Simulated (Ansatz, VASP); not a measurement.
**Two plane-wave programs on AgB2**

```
Ag B
1.0
     2.92235    0.00000    0.00000
    -1.46117    2.53083    0.00000
     0.00000    0.00000    3.92367
Ag B
1 2
Direct
  0.00000 0.00000 0.00000
  0.33333 0.66667 0.50000
  0.66667 0.33333 0.50000
```

The cell comes from a database or a generator and needn't be the stable form of this composition.

Alike in both runs: task single point; functional PBEsol; k mesh 11 × 11 × 7; no spin polarisation.

|  | VASP | Ansatz |
| --- | --- | --- |
| version | VASP 6.6.1 | Ansatz 0.2.0 |
| potentials or method | VASP PAW PBE potentials, release 64 (Ag, B) | plane waves, PAW |
| plane-wave cutoff (eV) | 520 | 653 |
| occupations | methfessel-paxton of order 1, width 0.1 eV | methfessel-paxton of order 1 |
| valence electrons in the cell | 17 | 25 |

VASP gave:

| Quantity | Value |
| --- | --- |
| pressure (GPa) | 13.5 |
| largest component of the traceless stress (GPa) | 7.04 |

Question: What did Ansatz give for the same quantities?

Answer: Pressure (GPa): 13.4; largest component of the traceless stress (GPa): 6.83.

The two sets of potentials don't hold the same shells in valence.

Caveats: the PAW data sets were made with another functional, which shifts forces and pressure a little (VASP).
